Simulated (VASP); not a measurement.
VASP ran on this input.

KPOINTS:
```
Automatic mesh
0
Gamma
14 14 14
0 0 0
```

**INCAR**
```
! general
SYSTEM  = YN
PREC    = Accurate
ENCUT   = 620
LREAL   = F
LASPH   = T

! electronic loop
EDIFF   = 1E-6
NELM    = 100
ALGO    = Normal
LMAXMIX = 4

! smearing
ISMEAR  = 1
SIGMA   = 0.1

! functional
GGA     = PE

! ions
IBRION  = 2
NSW     = 40
ISIF    = 3
EDIFFG  = -0.02
PSTRESS = 450

! output
LWAVE   = F
LCHARG  = F
```

**POSCAR**
```
YN
1
    0.0000000000     2.3011727754     2.3011727754
    2.3011727754     0.0000000000     2.3011727754
    2.3011727754     2.3011727754     0.0000000000
Y N
1 1
Direct
  0.0000000000   1.0000000000   0.0000000000
  0.5000000000   0.5000000000   0.5000000000
```

POTCAR, in this order: Y_sv N (PBE.64 set). Program: vasp_std.

### Question
Translate this PBE calculation to Ansatz.

### Answer
One equivalent input (not run):
Ansatz 0.2 input:
```yaml
crystal:
  lattice:
    - [0.0000000, 2.3011728, 2.3011728]
    - [2.3011728, 0.0000000, 2.3011728]
    - [2.3011728, 2.3011728, 0.0000000]
  atoms:
    - { symbol: Y, position: [0.0000000, 1.0000000, 0.0000000] }
    - { symbol: N, position: [0.5000000, 0.5000000, 0.5000000] }
kpoints:
  mp_grid: { grid: [14, 14, 14] }
hamiltonian:
  xc: pbe
  pseudopotentials: { kind: paw }
scf:
  occupations: { method: methfessel_paxton, width: 0.1 }
  max_iter: 100
relax:
  max_steps: 40
  f_tol: 0.02
  cell: { p_target: 45 }
output: { forces: true, stress: true, eigenvalues: true }
```
The two are equivalent in intent, not identical: each code has its own PAW files, so the cut-off isn't converted (ENCUT is set for VASP's; basis.ecutwfc is left out, and Ansatz then takes the one that its files recommend); Ansatz stops its SCF on the density residual and VASP on the energy change (EDIFF).

The compound is YN in the rock salt structure. It was relaxed first under an external pressure of 45 GPa.
